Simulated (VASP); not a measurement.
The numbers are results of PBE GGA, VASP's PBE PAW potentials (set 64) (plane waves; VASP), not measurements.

The input files of a VASP run:

### INCAR
```
! general
SYSTEM  = Au
PREC    = Accurate
ENCUT   = 500   ! plane-wave cut-off (eV)
LREAL   = .FALSE.
LASPH   = .TRUE.   ! aspherical one-centre terms

! electronic loop
EDIFF   = 1E-6   ! SCF stop (eV)
NELM    = 100   ! most electronic steps
ALGO    = Normal
LMAXMIX = 6

! smearing
ISMEAR  = 1   ! Methfessel-Paxton
SIGMA   = 0.1   ! width (eV)

! functional
GGA     = PE   ! PBE

! ions
ISIF    = 2

! output
LWAVE   = .FALSE.
LCHARG  = .FALSE.
```

### KPOINTS
```
Automatic mesh
0
Gamma
14 14 14
0 0 0
```

### POSCAR
```
Au
4.080
  0.0000000000   0.5000000000   0.5000000000
  0.5000000000   0.0000000000   0.5000000000
  0.5000000000   0.5000000000   0.0000000000
Au
1
Cartesian
  0.0000000000   0.0000000000   0.0000000000
```

POTCAR, in this order: Au (PBE.64 set). Program: vasp_std.

The run wrote:

### OUTCAR
```
 ion  position               nearest neighbor table
   1  0.000  0.000  0.000-
  LATTYP: Found a face centered cubic cell.
 ALAT       =     4.0800000000
 Subroutine PRICEL returns:
 Original cell was already a primitive cell.
 Subroutine GETGRP returns: Found 48 space group operations
The static configuration has the point symmetry O_h .
The dynamic configuration has the point symmetry O_h .
 Subroutine INISYM returns: Found 48 space group operations
 Subroutine IBZKPT returns following result:
 Found    104 irreducible k-points:

 Following reciprocal coordinates:
            Coordinates               Weight
  0.000000  0.000000  0.000000      1.000000
  0.071429  0.000000  0.000000      8.000000
  0.142857  0.000000  0.000000      8.000000
  0.214286  0.000000  0.000000      8.000000
  0.285714  0.000000  0.000000      8.000000
  0.357143  0.000000  0.000000      8.000000
  0.428571  0.000000  0.000000      8.000000
  0.500000  0.000000  0.000000      4.000000
  0.071429  0.071429  0.000000      6.000000
  0.142857  0.071429  0.000000     24.000000
  0.214286  0.071429  0.000000     24.000000
  0.285714  0.071429  0.000000     24.000000
  0.357143  0.071429  0.000000     24.000000
  0.428571  0.071429  0.000000     24.000000
  0.500000  0.071429  0.000000     24.000000
 -0.428571  0.071429  0.000000     24.000000
 -0.357143  0.071429  0.000000     24.000000
 -0.285714  0.071429  0.000000     24.000000
 -0.214286  0.071429  0.000000     24.000000
 -0.142857  0.071429  0.000000     24.000000
 -0.071429  0.071429  0.000000     12.000000
  0.142857  0.142857  0.000000      6.000000
  0.214286  0.142857  0.000000     24.000000
  0.285714  0.142857  0.000000     24.000000
  0.357143  0.142857  0.000000     24.000000
  0.428571  0.142857  0.000000     24.000000
  0.500000  0.142857  0.000000     24.000000
 -0.428571  0.142857  0.000000     24.000000
 -0.357143  0.142857  0.000000     24.000000
 -0.285714  0.142857  0.000000     24.000000
 -0.214286  0.142857  0.000000     24.000000
 -0.142857  0.142857  0.000000     12.000000
  0.214286  0.214286  0.000000      6.000000
  0.285714  0.214286  0.000000     24.000000
  0.357143  0.214286  0.000000     24.000000
  0.428571  0.214286  0.000000     24.000000
  0.500000  0.214286  0.000000     24.000000
 -0.428571  0.214286  0.000000     24.000000
 -0.357143  0.214286  0.000000     24.000000
 -0.285714  0.214286  0.000000     24.000000
   k-points           NKPTS =    104   k-points in BZ     NKDIM =    104   number of bands    NBANDS=      9
   number of dos      NEDOS =    301   number of ions     NIONS =      1
   total plane-waves  NPLWV =  13824
   dimension x,y,z NGX =    24 NGY =   24 NGZ =   24
   dimension x,y,z NGXF=    48 NGYF=   48 NGZF=   48
   ions per type =               1
   PREC   = accura    normal or accurate (medium, high low for compatibility)
   ISTART =      0    job   : 0-new  1-cont  2-samecut
   ICHARG =      2    charge: 1-file 2-atom 10-const
   ISPIN  =      1    spin polarized calculation?
   LNONCOLLINEAR =      F non collinear calculations
   LSORBIT =      F    spin-orbit coupling
   INIWAV =      1    electr: 0-lowe 1-rand  2-diag
   ENCUT  =  500.0 eV  36.75 Ry    6.06 a.u.   5.26  5.26  5.26*2*pi/ulx,y,z
   NELM   =    100;   NELMIN=  2; NELMDL= -5     # of ELM steps
   EDIFF  = 0.1E-05   stopping-criterion for ELM
   LREAL  =      F    real-space projection
   NLSPLINE    = F    spline interpolate recip. space projectors
   LMAXMIX     =    6 max onsite mixed and CHGCAR
   VOSKOWN=      0    Vosko Wilk Nusair interpolation
...
```

File OSZICAR:
```
       N       E                     dE             d eps       ncg     rms          rms(c)
DAV:   1     0.412694526389E+02    0.41269E+02   -0.57431E+03  2056   0.106E+03
DAV:   2    -0.311363938735E+01   -0.44383E+02   -0.41691E+02  1946   0.196E+02
DAV:   3    -0.345689500247E+01   -0.34326E+00   -0.34307E+00  2190   0.183E+01
DAV:   4    -0.345787113155E+01   -0.97613E-03   -0.97608E-03  2098   0.102E+00
DAV:   5    -0.345787780032E+01   -0.66688E-05   -0.66688E-05  2129   0.801E-02    0.954E+00
DAV:   6    -0.321448801273E+01    0.24339E+00   -0.76860E-01  1908   0.865E+00    0.602E+00
DAV:   7    -0.319452250085E+01    0.19966E-01   -0.83341E-02  1995   0.282E+00    0.275E+00
DAV:   8    -0.319228671489E+01    0.22358E-02   -0.20673E-03  2010   0.475E-01    0.239E-01
DAV:   9    -0.319227606903E+01    0.10646E-04   -0.63923E-06  2038   0.288E-02    0.154E-02
DAV:  10    -0.319228163343E+01   -0.55644E-05   -0.24478E-06  2059   0.199E-02    0.178E-03
DAV:  11    -0.319228157972E+01    0.53709E-07   -0.35776E-08   960   0.184E-03
   1 F= -.31922816E+01 E0= -.31924267E+01  d E =0.435466E-03
```

File OUTCAR:
```
------------------------ aborting loop because EDIFF is reached ----------------------------------------
  FORCE on cell =-STRESS in cart. coord.  units (eV):
  Direction    XX          YY          ZZ          XY          YZ          ZX
  --------------------------------------------------------------------------------------
  Total        0.9585104      0.9585104      0.9585104      0.0000000     -0.0000000      0.0000000
  in kB       90.4454895     90.4454895     90.4454895      0.0000000     -0.0000000      0.0000000
  external PRESSURE =      90.4454895 kB  Pullay stress =       0.0000000 kB
  volume of cell :       16.98
      direct lattice vectors                 reciprocal lattice vectors
     0.000000000  2.040000000  2.040000000    -0.245098039  0.245098039  0.245098039
     2.040000000  0.000000000  2.040000000     0.245098039 -0.245098039  0.245098039
     2.040000000  2.040000000  0.000000000     0.245098039  0.245098039 -0.245098039
 POSITION                                       TOTAL-FORCE (eV/Angst)
 -----------------------------------------------------------------------------------
      0.00000      0.00000      0.00000         0.000000     -0.000000      0.000000
 -----------------------------------------------------------------------------------
    total drift:                                0.000000     -0.000000     -0.000000
  FREE ENERGIE OF THE ION-ELECTRON SYSTEM (eV)
  ---------------------------------------------------
  free  energy   TOTEN  =        -3.1922815797 eV

  energy  without entropy=       -3.1927170452  energy(sigma->0) =       -3.19242673
```
(Selected blocks of OUTCAR.)

The compound is Au in the fcc structure. The cell was not relaxed at this level. The run is one of a series of settings (ENCUT = 500 against the base run), some of them coarse on purpose.
